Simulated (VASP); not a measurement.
Input:

```
ZnS
1.0
    0.00000     2.77494     2.77494
    2.77494     0.00000     2.77494
    2.77494     2.77494     0.00000
Zn S
1 1
Direct
  0.00000   0.00000   0.00000
  0.25000   0.25000   0.25000
```

Computed with PBE GGA, VASP's PBE PAW potentials (set 64) (plane waves; VASP 6.6.1). Numerical set-up: 480 eV cut-off, 8×8×8 Γ-centred mesh, Gaussian smearing of 0.050 eV, potentials Zn S.

Give the stress tensor in GPa (positive for a compressed cell).

```
-3.46   0.00   0.00
 0.00  -3.46   0.00
 0.00   0.00  -3.46
```
The pressure is its mean diagonal, -3.46 GPa.

The compound is ZnS in the zinc blende structure. This cell was strained or had an atom moved on purpose.
